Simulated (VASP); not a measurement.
A convergence study with VASP on ZrIn (space group Pmm2): a few settings are varied, all else stays as given below, so the limit is that of these other settings. The cell's lengths are 1 % over those of the tabulated start and one atom is moved, so it is off equilibrium.

```
InZr
1.0
    3.18411     0.00000     0.00000
    0.00000     3.18411     0.00000
    0.00000     0.00000     4.51574
Zr In
1 1
Direct
  0.00000   0.00000   0.00000
  0.51903   0.50000   0.50000
```

Calculation: PBEsol GGA, VASP's PBE PAW potentials (set 64) (plane waves; VASP 6.6.1). The last row used: 900 eV cut-off, 10×10×7 Γ-centred mesh, first-order Methfessel-Paxton smearing of 0.10 eV, potentials Zr_sv In.

Energies of different potentials or hybrids have different zeros.

```csv
setting,E (eV/atom),pressure (GPa),largest force (eV/Å),plane waves
"ENCUT = 300, POTCAR Zr_sv In_d",-6.3895,-7.17,0.155,556
"ENCUT = 400, POTCAR Zr_sv In_d",-6.3885,-6.69,0.155,856
"ENCUT = 520, POTCAR Zr_sv In_d",-6.3888,-6.62,0.155,1272
"ENCUT = 700, POTCAR Zr_sv In_d",-6.3890,-6.55,0.155,1964
"ENCUT = 900, POTCAR Zr_sv In_d",-6.3889,-6.56,0.155,2826
"ENCUT = 300, POTCAR Zr_sv In",-6.3640,-6.24,0.159,556
"ENCUT = 400, POTCAR Zr_sv In",-6.3637,-6.04,0.159,856
"ENCUT = 520, POTCAR Zr_sv In",-6.3638,-5.98,0.159,1272
"ENCUT = 700, POTCAR Zr_sv In",-6.3639,-5.95,0.158,1964
"ENCUT = 900, POTCAR Zr_sv In",-6.3638,-5.96,0.158,2826
```

Left out are rungs that failed or repeat a setting and relaxations that didn't move; long series are thinned to 24 rows.

The structure comes from a computed database's ZrIn entry (space group no. 123); how it stands against other phases isn't given here. The cell was not relaxed at this level, it is distorted from the ideal structure. The electron count is odd and the run is not spin-polarised, which forces a metal.
